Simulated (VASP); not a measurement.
HfB: equation of state with PBE+D3(BJ)

HfB:

```xyz
2
Lattice="0.0000 2.3986 2.3986 2.3986 0.0000 2.3986 2.3986 2.3986 0.0000" Properties=species:S:1:pos:R:3 pbc="T T T"
Hf    2.3986    2.3986    2.3986
B     0.0000    0.0000    0.0000
```

* Program: VASP 6.6.1
* Task: equation of state
* Functional: PBE
* Dispersion: D3(BJ)
* Potentials or basis: VASP PAW PBE potentials, release 64 (Hf_pv, B)
* Cutoff: 520 eV
* k mesh: 8 × 8 × 8
* Occupations: fermi-dirac, width 0.05 eV
* Spin: no spin polarisation
* Ladder: gaps
* Further INCAR settings: ALGO = Normal; EDIFF = 1e-07

```json
{"Equilibrium volume": "13.80 Å³/atom", "Bulk modulus": "180 GPa", "Pressure derivative of the bulk modulus": "3.9 (rough: it moves with the points fitted)"}
```

Energy against volume, from the lowest point:
| volume (Å³/atom) | energy (meV/atom) |
| --- | --- |
| 13.248 | 13.45 |
| 13.524 | 3.31 |
| 13.800 | 0.00 |
| 14.076 | 2.91 |
| 14.352 | 11.44 |

All runs of the series together: 48 s on 1 thread of Intel(R) Xeon(R) Platinum 8375C CPU @ 2.90GHz (Ice Lake) (shared host).

The run has no spin-orbit coupling, so splittings on Hf are missing.
